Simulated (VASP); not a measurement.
Input:

```
CELL_PARAMETERS angstrom
      0.00000     2.76678     2.76678
      2.76678     0.00000     2.76678
      2.76678     2.76678     0.00000
ATOMIC_POSITIONS crystal
  Ga 0.00000 0.00000 0.00000
  P  0.25000 0.25000 0.25000
```

Method: PBE GGA, VASP's PBE PAW potentials (set 64) (plane waves; VASP). Settings: 480 eV cut-off, 8×8×8 Γ-centred mesh, Gaussian smearing of 0.050 eV, potentials Ga P.

**Question.** What does the run give for the energy per atom (σ→0), band gap (on the k-mesh) with the smallest direct gap where there is one?

**Answer.** 
| Property | Result |
|---|---|
| band gap (on the k-mesh) | 1.52 eV |
| smallest direct gap (on the k-mesh) | 1.52 eV |
| energy per atom (σ→0) | -4.553 eV/atom |

The absolute energy has meaning only against runs of the same code, potentials and settings.

The structure comes from a computed database's GaP entry (F-43m); how it stands against other phases isn't given here. It was relaxed first. The start is the result of an earlier pass.
